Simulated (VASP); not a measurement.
Energy against volume of Rh (fcc). Computed with revPBE GGA, VASP's PBE PAW potentials (set 64) (plane waves; VASP 6.6.1). Numerical set-up: 520 eV cut-off, 16×16×16 Γ-centred mesh, first-order Methfessel-Paxton smearing of 0.10 eV, potentials Rh_pv.

```json
[
 {"V (Å³/atom)": "13.806", "E (eV/atom)": "-6.73854"},
 {"V (Å³/atom)": "14.233", "E (eV/atom)": "-6.74938"},
 {"V (Å³/atom)": "14.660", "E (eV/atom)": "-6.74069"},
 {"V (Å³/atom)": "15.087", "E (eV/atom)": "-6.71579"}
]
```

Task: Fit these four points and predict the energy of the run at 13.379 Å³/atom.

Result: A cubic in V^(−2/3), the third-order Birch-Murnaghan form, passes through the four points with V0 = 14.24 Å³/atom and B0 = 243 GPa, and gives -6.7041 eV/atom there. The run gave -6.7042 eV/atom, -0.0 meV/atom from the fit; all five points give B0 = 243 GPa.

The compound is Rh in the fcc structure. It was relaxed first.
